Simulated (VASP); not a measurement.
Calculation: PBE GGA + U (Dudarev), VASP's PBE PAW potentials (set 64) (plane waves; VASP).

The input files of a VASP run:

### INCAR
```
ALGO = Normal
EDIFF = 1E-6
ENCUT = 400
GGA = PE
ISIF = 2
ISMEAR = 1
LASPH = .TRUE.
LCHARG = .FALSE.
LDAU = .TRUE.
LDAUJ = 0 0
LDAUL = -1 2
LDAUPRINT = 1
LDAUTYPE = 2
LDAUU = 0 1.0
LMAXMIX = 6
LORBIT = 10
LREAL = .FALSE.
LWAVE = .FALSE.
NELM = 100
PREC = Accurate
SIGMA = 0.1
SYSTEM = WSi2
```

File KPOINTS:
```
kpoints
0
gamma
  12 12 12
```

File POSCAR:
```
WSi2
1
   -1.6371000000     1.6371000000     3.9933000000
    1.6371000000    -1.6371000000     3.9933000000
    1.6371000000     1.6371000000    -3.9933000000
Si W
2 1
Direct
  0.6650000000   0.6650000000   0.0000000000
  0.3350000000   0.3350000000   0.0000000000
  0.0000000000   0.0000000000   0.0000000000
```

POTCAR, in this order: Si W_sv (PBE.64 set). Program: vasp_std.

The resulting files:

File OUTCAR:
```
 ion  position               nearest neighbor table
   1  0.665  0.665  0.000-   2 2.64   3 2.66   3 2.66   3 2.66   3 2.66   3 2.68   2 2.68   2 2.68
                             2 2.68   2 2.68
   2  0.335  0.335  0.000-   1 2.64   3 2.66   3 2.66   3 2.66   3 2.66   3 2.68   1 2.68   1 2.68
                             1 2.68   1 2.68
   3  0.000  0.000  0.000-   1 2.66   2 2.66   1 2.66   2 2.66   1 2.66   2 2.66   2 2.66   1 2.66
                             1 2.68   2 2.68
  LATTYP: Found a body centered tetragonal cell.
 ALAT       =     3.2742000000
 C/A-ratio  =     2.4392523364
 Subroutine PRICEL returns:
 Original cell was already a primitive cell.
 Subroutine GETGRP returns: Found 16 space group operations
The static configuration has the point symmetry D_4h.
The dynamic configuration has the point symmetry D_4h.
 Subroutine INISYM returns: Found 16 space group operations
 Subroutine IBZKPT returns following result:
 Found    163 irreducible k-points:

 Following reciprocal coordinates:
            Coordinates               Weight
  0.000000  0.000000  0.000000      1.000000
  0.083333  0.000000  0.000000      8.000000
  0.166667  0.000000  0.000000      8.000000
  0.250000  0.000000 -0.000000      8.000000
  0.333333  0.000000  0.000000      8.000000
  0.416667  0.000000  0.000000      8.000000
  0.500000  0.000000 -0.000000      4.000000
  0.083333  0.083333  0.000000      8.000000
  0.166667  0.083333  0.000000     16.000000
  0.250000  0.083333 -0.000000     16.000000
  0.333333  0.083333  0.000000     16.000000
  0.416667  0.083333  0.000000     16.000000
  0.500000  0.083333 -0.000000     16.000000
 -0.416667  0.083333  0.000000     16.000000
 -0.333333  0.083333  0.000000     16.000000
 -0.250000  0.083333  0.000000     16.000000
 -0.166667  0.083333  0.000000     16.000000
 -0.083333  0.083333  0.000000      4.000000
  0.166667  0.166667  0.000000      8.000000
  0.250000  0.166667 -0.000000     16.000000
  0.333333  0.166667 -0.000000     16.000000
  0.416667  0.166667 -0.000000     16.000000
  0.500000  0.166667 -0.000000     16.000000
 -0.416667  0.166667  0.000000     16.000000
 -0.333333  0.166667 -0.000000     16.000000
 -0.250000  0.166667  0.000000     16.000000
 -0.166667  0.166667  0.000000      4.000000
  0.250000  0.250000 -0.000000      8.000000
  0.333333  0.250000 -0.000000     16.000000
  0.416667  0.250000  0.000000     16.000000
  0.500000  0.250000 -0.000000     16.000000
 -0.416667  0.250000 -0.000000     16.000000
 -0.333333  0.250000  0.000000     16.000000
 -0.250000  0.250000  0.000000      4.000000
  0.333333  0.333333  0.000000      8.000000
  0.416667  0.333333  0.000000     16.000000
  0.500000  0.333333 -0.000000     16.000000
 -0.416667  0.333333 -0.000000     16.000000
 -0.333333  0.333333  0.000000      4.000000
  0.416667  0.416667  0.000000      8.000000
   k-points           NKPTS =    163   k-points in BZ     NKDIM =    163   number of bands    NBANDS=     15
   number of dos      NEDOS =    301   number of ions     NIONS =      3
   total plane-waves  NPLWV =  27000
   dimension x,y,z NGX =    30 NGY =   30 NGZ =   30
   dimension x,y,z NGXF=    60 NGYF=   60 NGZF=   60
   ions per type =               2   1
   PREC   = accura    normal or accurate (medium, high low for compatibility)
   ISTART =      0    job   : 0-new  1-cont  2-samecut
   ICHARG =      2    charge: 1-file 2-atom 10-const
   ISPIN  =      1    spin polarized calculation?
   LNONCOLLINEAR =      F non collinear calculations
   LSORBIT =      F    spin-orbit coupling
   INIWAV =      1    electr: 0-lowe 1-rand  2-diag
   ENCUT  =  400.0 eV  29.40 Ry    5.42 a.u.   7.53  7.53  7.53*2*pi/ulx,y,z
...
```

### OSZICAR
```
       N       E                     dE             d eps       ncg     rms          rms(c)
DAV:   1     0.108527939926E+03    0.10853E+03   -0.96303E+03  4890   0.122E+03
DAV:   2    -0.210308577757E+02   -0.12956E+03   -0.12790E+03  5660   0.316E+02
DAV:   3    -0.246012234097E+02   -0.35704E+01   -0.34805E+01  6647   0.466E+01
DAV:   4    -0.246269829196E+02   -0.25760E-01   -0.25674E-01  5576   0.464E+00
DAV:   5    -0.246273352747E+02   -0.35236E-03   -0.35216E-03  6640   0.525E-01    0.226E+01
DAV:   6    -0.237411867299E+02    0.88615E+00   -0.61351E+00  5898   0.175E+01    0.691E+00
DAV:   7    -0.236609474329E+02    0.80239E-01   -0.43113E-01  5646   0.386E+00    0.428E+00
DAV:   8    -0.236371706917E+02    0.23777E-01   -0.60895E-02  6262   0.211E+00    0.316E-01
DAV:   9    -0.236369225805E+02    0.24811E-03   -0.15322E-03  5961   0.319E-01    0.197E-01
DAV:  10    -0.236368984089E+02    0.24172E-04   -0.40990E-04  6157   0.202E-01    0.349E-02
DAV:  11    -0.236368891116E+02    0.92973E-05   -0.50181E-05  6129   0.585E-02    0.151E-02
DAV:  12    -0.236368886614E+02    0.45020E-06   -0.20106E-06  4293   0.102E-02
   1 F= -.23636889E+02 E0= -.23636935E+02  d E =0.139245E-03
```

### OUTCAR
```
------------------------ aborting loop because EDIFF is reached ----------------------------------------
  FORCE on cell =-STRESS in cart. coord.  units (eV):
  Direction    XX          YY          ZZ          XY          YZ          ZX
  --------------------------------------------------------------------------------------
  Total       -1.9461488     -1.9461488     -2.3225911      0.0000000      0.0000000      0.0000000
  in kB      -72.8356954    -72.8356954    -86.9242598      0.0000000      0.0000000      0.0000000
  external PRESSURE =     -77.5318836 kB  Pullay stress =       0.0000000 kB
  volume of cell :       42.81
      direct lattice vectors                 reciprocal lattice vectors
    -1.637100000  1.637100000  3.993300000     0.000000000  0.305418117  0.125209726
     1.637100000 -1.637100000  3.993300000     0.305418117  0.000000000  0.125209726
     1.637100000  1.637100000 -3.993300000     0.305418117  0.305418117  0.000000000
 POSITION                                       TOTAL-FORCE (eV/Angst)
 -----------------------------------------------------------------------------------
      0.00000      0.00000      5.31109        -0.000000     -0.000000     -0.026866
      0.00000      0.00000      2.67551        -0.000000     -0.000000      0.026866
      0.00000      0.00000      0.00000         0.000000      0.000000     -0.000000
 -----------------------------------------------------------------------------------
    total drift:                                0.000000      0.000000     -0.000000
  FREE ENERGIE OF THE ION-ELECTRON SYSTEM (eV)
  ---------------------------------------------------
  free  energy   TOTEN  =       -23.6368886614 eV

  energy  without entropy=      -23.6370279067  energy(sigma->0) =      -23.63693508

 total charge

# of ion       s       p       d       tot
------------------------------------------
    1        0.737   0.855   0.000   1.592
    2        0.737   0.855   0.000   1.592
    3        2.306   6.277   3.484  12.067
--------------------------------------------------
tot          3.780   7.986   3.484  15.250
```
(Selected blocks of OUTCAR.)

The compound is WSi2 in the MoSi2 type structure. The cell was not relaxed at this level. The run is one of a series of settings (LDAU = .TRUE., LDAUJ = 0 0, LDAUL = -1 2, LDAUTYPE = 2, LDAUU = 0 1.0 against the base run), some of them coarse on purpose.
